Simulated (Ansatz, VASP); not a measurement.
# CuBiP2Se6 in two plane-wave programs, part 2 of 2

One calculation is typed for both programs; each brings its own data sets. How far apart do they land? The structure shown is the start of the Ansatz relaxation below; VASP solves that cell, so the two are compared at the walk's first step.

VASP 6.6.1 and Ansatz 0.2.0.

So far: Set-up; Ansatz: relaxation, PBEsol with D3(BJ).

**3. VASP: single point, PBEsol with D3(BJ), start cell**

Level of this step: PBEsol with D3(BJ), no spin polarisation; plane waves and PAW (Se, P, Bi_d, Cu) (VASP).

The same cell, functional, mesh and smearing now go to VASP, with its own data sets.

Lines of VASP's logs that name or quote its potential files are left out, and so is its time.

INCAR reads:

```
SYSTEM = CuBiP2Se6
PREC = Accurate
ENCUT = 520
EDIFF = 1E-06
NELM = 120
ISMEAR = -1
SIGMA = 0.02
LREAL = .FALSE.
ALGO = Normal
GGA = PS
IVDW = 12
NBANDS = 46
LASPH = .TRUE.
LORBIT = 11
LWAVE = .FALSE.
LCHARG = .FALSE.
ISIF = 2
LDIPOL = .TRUE.
IDIPOL = 3
DIPOL = 0.5 0.5 0.5
LVHAR = .TRUE.
GGA_COMPAT = .FALSE.
EFERMI = MIDGAP
NELMDL = -8
KPAR = 2
```

POSCAR reads:

```
CuBiP2Se6
1.0
    6.5410000000      0.0000000000      0.0000000000
   -3.2705000000      5.6646720000      0.0000000000
    0.0000000000      0.0000000000     34.2000000000
Se P Bi Cu
6 2 1 1
Direct
    0.0291667356      0.6969333794      0.4488017251
    0.6677666661      0.9708334393      0.4488017251
    0.3030666866      0.3322333579      0.4488017251
    0.3030667731      0.9708334393      0.5511982749
    0.0291666713      0.3322333579      0.5511982749
    0.6677666438      0.6969333794      0.5511982749
    0.3333333333      0.6666666667      0.4671139766
    0.3333333333      0.6666666667      0.5328860234
    0.6666666667      0.3333333333      0.5000000000
    0.0000000000      0.0000000000      0.5000000000
```

KPOINTS reads:

```
Automatic mesh
0
Gamma
3 3 1
0 0 0
```

Potentials, in the order of the species: Se, P, Bi_d and Cu (PBE family, release 64).

Run with:

```bash
mpirun -np 2 vasp_std
```

Numbers of over 12 decimals in the logs are rounded to 6 here.

The program printed:

```text
[banner, memory and clock lines left out]
running    2 mpi-ranks, on    1 nodes
 distrk:  each k-point on    1 cores,    2 groups
 distr:  one band on    1 cores,    1 groups

 POSCAR found type information on POSCAR SeP BiCu
 POSCAR found :  4 types and      10 ions
|                                                                             |
|               ----> ADVICE to this user running VASP <----                  |
|                                                                             |
|     You enforced a specific xc type in the INCAR file but a different       |
|     [... a line on the potential file left out ...]
|     I HOPE YOU KNOW WHAT YOU ARE DOING!                                     |
|                                                                             |

 LDA part: xc-table for (Slater+PW92), standard interpolation
 POSCAR, INCAR and KPOINTS ok, starting setup
 FFT: planning ... GRIDC
 FFT: planning ... GRID_SOFT
 FFT: planning ... GRID
 WAVECAR not read
 entering main loop
       N       E                     dE             d eps       ncg     rms          rms(c)
DAV:   1     0.615919043743E+03    0.61592E+03   -0.23220E+04   308   0.110E+03
DAV:   2     0.610734036270E+02   -0.55485E+03   -0.53720E+03   400   0.253E+02
DAV:   3    -0.393016796607E+02   -0.10038E+03   -0.99596E+02   352   0.110E+02
DAV:   4    -0.456196350466E+02   -0.63180E+01   -0.62626E+01   408   0.436E+01
DAV:   5    -0.457247454826E+02   -0.10511E+00   -0.10404E+00   432   0.456E+00
DAV:   6    -0.457279507629E+02   -0.32053E-02   -0.31929E-02   426   0.911E-01
DAV:   7    -0.457280339107E+02   -0.83148E-04   -0.83063E-04   424   0.117E-01
DAV:   8    -0.457280378146E+02   -0.39039E-05   -0.39011E-05   434   0.296E-02    0.136E+01
DAV:   9    -0.452097807983E+02    0.51826E+00   -0.14153E+01   380   0.465E+01    0.882E+00
DAV:  10    -0.445924328122E+02    0.61735E+00   -0.66862E+00   372   0.634E+01    0.541E+00
DAV:  11    -0.445279387071E+02    0.64494E-01   -0.12780E+00   408   0.103E+01    0.106E+00
DAV:  12    -0.445155588930E+02    0.12380E-01   -0.25425E-01   378   0.689E+00    0.486E-01
DAV:  13    -0.445148583422E+02    0.70055E-03   -0.44308E-02   400   0.301E+00    0.187E-01
DAV:  14    -0.445156806686E+02   -0.82233E-03   -0.61045E-03   344   0.133E+00    0.175E-01
[...]
DAV:  21    -0.445155924506E+02   -0.26090E-04   -0.65935E-06   296   0.425E-02    0.403E-03
DAV:  22    -0.445156212415E+02   -0.28791E-04   -0.28014E-06   272   0.228E-02    0.116E-03
DAV:  23    -0.445156367495E+02   -0.15508E-04   -0.72808E-07   240   0.911E-03    0.854E-04
DAV:  24    -0.445156446409E+02   -0.78915E-05   -0.54605E-07   240   0.103E-02    0.123E-03
DAV:  25    -0.445156468868E+02   -0.22458E-05   -0.14229E-07   192   0.577E-03    0.613E-04
DAV:  26    -0.445156504575E+02   -0.35708E-05   -0.11056E-07   208   0.188E-03    0.292E-04
DAV:  27    -0.445156516732E+02   -0.12157E-05   -0.69489E-09   192   0.230E-03    0.165E-04
DAV:  28    -0.445156519856E+02   -0.31241E-06    0.17575E-09   192   0.953E-04
   1 F= -.46603892E+02 E0= -.46603892E+02  d E =-.165407E-11
```

From OUTCAR (step 3):

```text
ion  position               nearest neighbor table
   1  0.029  0.697  0.449-   7 2.19  10 2.72   9 2.95
   2  0.668  0.971  0.449-   7 2.19  10 2.72   9 2.95
   3  0.303  0.332  0.449-   7 2.19  10 2.72   9 2.95
   4  0.303  0.971  0.551-   8 2.19  10 2.72   9 2.95
   5  0.029  0.332  0.551-   8 2.19  10 2.72   9 2.95
   6  0.668  0.697  0.551-   8 2.19  10 2.72   9 2.95
   7  0.333  0.667  0.467-   1 2.19   3 2.19   2 2.19   8 2.25
   8  0.333  0.667  0.533-   6 2.19   5 2.19   4 2.19   7 2.25
   9  0.667  0.333  0.500-   2 2.95   4 2.95   5 2.95   3 2.95   1 2.95   6 2.95
  10  0.000  0.000  0.500-   1 2.72   6 2.72   3 2.72   5 2.72   4 2.72   2 2.72

  LATTYP: Found a hexagonal cell.
 ALAT       =     6.5410000000
 C/A-ratio  =     5.2285583244

 Subroutine GETGRP returns: Found  6 space group operations
 (whereof  6 operations were pure point group operations)

The static configuration has the point symmetry D_3 .

 Found      3 irreducible k-points:

   k-points           NKPTS =      3   k-points in BZ     NKDIM =      3   number of bands    NBANDS=     46

   dimension x,y,z NGX =    50 NGY =   50 NGZ =  256
   dimension x,y,z NGXF=   100 NGYF=  100 NGZF=  512

   ENCUT  =  520.0 eV  38.22 Ry    6.18 a.u.  12.16 12.16 63.59*2*pi/ulx,y,z

   NELECT =      72.0000    total number of electrons

 k-points in reciprocal lattice and weights: Automatic mesh
   0.00000000  0.00000000  0.00000000       0.111
   0.33333333  0.00000000  0.00000000       0.667
   0.33333333  0.33333333  0.00000000       0.222

 dipolmoment           0.000000      0.000000      0.000000 electrons x Angstroem

 average (electrostatic) potential at core
       1 -61.6279       2 -61.6279       3 -61.6279       4 -61.6279       5 -61.6279
       6 -61.6279       7 -93.7192       8 -93.7192       9-114.5187      10 -72.8980

 E-fermi :  -2.8729

 k-point     1 :       0.0000    0.0000    0.0000
  band No.  band energies     occupation
    ...
     32      -4.4408      2.00000
     33      -4.4408      2.00000
     34      -4.0785      2.00000
     35      -3.4501      2.00000
     36      -3.4501      2.00000
     37      -2.3321      0.00000
     38      -1.3945      0.00000
     39      -1.3006      0.00000
     40      -1.3006      0.00000
     41      -0.9825      0.00000
    ...

 k-point     2 :       0.3333    0.0000    0.0000
  band No.  band energies     occupation
    ...
     32      -4.4989      2.00000
     33      -4.4383      2.00000
     34      -4.1476      2.00000
     35      -3.6771      2.00000
     36      -3.4137      2.00000
     37      -1.6522      0.00000
     38      -1.4062      0.00000
     39      -1.3711      0.00000
     40      -1.2498      0.00000
     41      -1.2207      0.00000
    ...

 k-point     3 :       0.3333    0.3333    0.0000
  band No.  band energies     occupation
    ...
     32      -4.4861      2.00000
     33      -4.3697      2.00000
     34      -4.2869      2.00000
     35      -3.5552      2.00000
     36      -3.5258      2.00000
     37      -2.2048      0.00000
     38      -1.6803      0.00000
     39      -1.6374      0.00000
     40      -1.4585      0.00000
     41      -1.1686      0.00000
    ...

 Edisp (eV)   -2.08824

  Total      -2.36997    -2.36997    -1.97498     0.00000     0.00000     0.00000
  in kB      -2.99646    -2.99646    -2.49705     0.00000     0.00000     0.00000
  external pressure =       -2.83 kB  Pullay stress =        0.00 kB

  energy-cutoff  :      520.00
  volume of cell :     1267.20
      direct lattice vectors                 reciprocal lattice vectors
     6.541000000  0.000000000  0.000000000     0.152881822  0.088266364  0.000000000
    -3.270500000  5.664672000  0.000000000     0.000000000  0.176532728  0.000000000
     0.000000000  0.000000000 34.200000000     0.000000000  0.000000000  0.029239766

 POSITION                                       TOTAL-FORCE (eV/Angst)
 -----------------------------------------------------------------------------------
     -2.08854      3.94790     15.34902        -0.314164      0.200578      0.182796
      1.19275      5.49945     15.34902         0.330788      0.171785      0.182796
      0.89579      1.88199     15.34902        -0.016624     -0.372363      0.182796
     -1.19275      5.49945     18.85098        -0.330788      0.171785     -0.182796
     -0.89579      1.88199     18.85098         0.016624     -0.372363     -0.182796
      2.08854      3.94790     18.85098         0.314164      0.200578     -0.182796
     -0.00000      3.77645     15.97530        -0.000000      0.000000      0.007318
     -0.00000      3.77645     18.22470        -0.000000      0.000000     -0.007318
      3.27050      1.88822     17.10000        -0.000000      0.000000     -0.000000
      0.00000      0.00000     17.10000        -0.000000     -0.000000     -0.000000
 -----------------------------------------------------------------------------------
    total drift:                                0.000000     -0.000741     -0.000000

  FREE ENERGIE OF THE ION-ELECTRON SYSTEM (eV)
  ---------------------------------------------------
  free  energy   TOTEN  =       -46.6038921269 eV

  energy  without entropy=      -46.6038921269  energy(sigma->0) =      -46.60389213

 vacuum level on the upper side and lower side of the slab         1.783         1.783

 total charge
# of ion       s       p       d       tot
------------------------------------------
    1        1.486   2.295   0.045   3.825
    2        1.486   2.295   0.045   3.825
    3        1.486   2.295   0.045   3.825
    4        1.486   2.295   0.045   3.825
    5        1.486   2.295   0.045   3.825
    6        1.486   2.295   0.045   3.825
    7        1.009   1.388   0.000   2.397
    8        1.009   1.388   0.000   2.397
    9        1.628   1.033   9.965  12.627
   10        0.283   0.216   9.310   9.808
--------------------------------------------------
tot         12.845  17.795  19.543  50.182
```

This run has no spin polarisation, so a moment on Cu, if there is one, isn't seen.

**4. Side by side**

Known differences besides the potentials themselves: Ansatz cuts the interaction across the vacuum, VASP repeats the sheet with a dipole correction; the data sets hold 140 valence electrons in Ansatz (on its default PAW (the set named soft_2) files) and 72 in VASP; the cutoff is 420 eV in Ansatz and 520 eV in VASP; Ansatz makes its cores anew for this functional, VASP keeps those of its PBE data sets. Total energies have different zeros and are not compared.

Forces (eV/Å; atoms numbered as in POSCAR):

```csv
atom,"Ansatz x, y, z","VASP x, y, z"
Se1,"-0.280, 0.197, 0.204","-0.314, 0.201, 0.183"
Se2,"0.310, 0.144, 0.204","0.331, 0.172, 0.183"
Se3,"-0.031, -0.341, 0.204","-0.017, -0.372, 0.183"
Se4,"-0.310, 0.144, -0.204","-0.331, 0.172, -0.183"
Se5,"0.031, -0.341, -0.204","0.017, -0.372, -0.183"
Se6,"0.280, 0.197, -0.204","0.314, 0.201, -0.183"
P7,"0.000, 0.000, -0.018","0.000, 0.000, 0.007"
P8,"0.000, 0.000, 0.018","0.000, 0.000, -0.007"
Bi9,"0.000, 0.000, 0.000","0.000, 0.000, 0.000"
Cu10,"0.000, 0.000, 0.000","0.000, 0.000, 0.000"
```

The forces differ by 19 meV/Å r.m.s., which is 10.4 % of the r.m.s. force of 0.186 eV/Å (both taken over all components). With vacuum in the cell, a pressure given here is an average over mostly empty space and none of the material.

**5. What came out**

```
r.m.s. force difference (single point, PBEsol with D3(BJ), start cell) : 19 meV/Å
```

**Reading.** The r.m.s. force difference is 19 meV/Å (single point, PBEsol with D3(BJ), start cell), beyond the 12 meV/Å picked in this series as the mark of a large difference. The data sets hold unlike numbers of valence electrons (140 in Ansatz and 72 in VASP), so part of the differences comes from the potentials. What causes the difference of the single point, PBEsol with D3(BJ), start cell pair stays open here. Such differences can come from data sets, numerical settings and the points named under the comparisons, not from the functional's error against experiment.

[Lines on the potential files, build, host, timing and source positions are cut from VASP's logs without a mark.]

[Logs are printed without paths, hosts, clocks, repeated set-up lines and the standing remarks that a program may print on its own settings, such as how far it seeks lower states.]

[Hosts, paths, dates, database ids (printed as entryN), source tags and the programs' standing remarks are cut or masked in the printed files.]
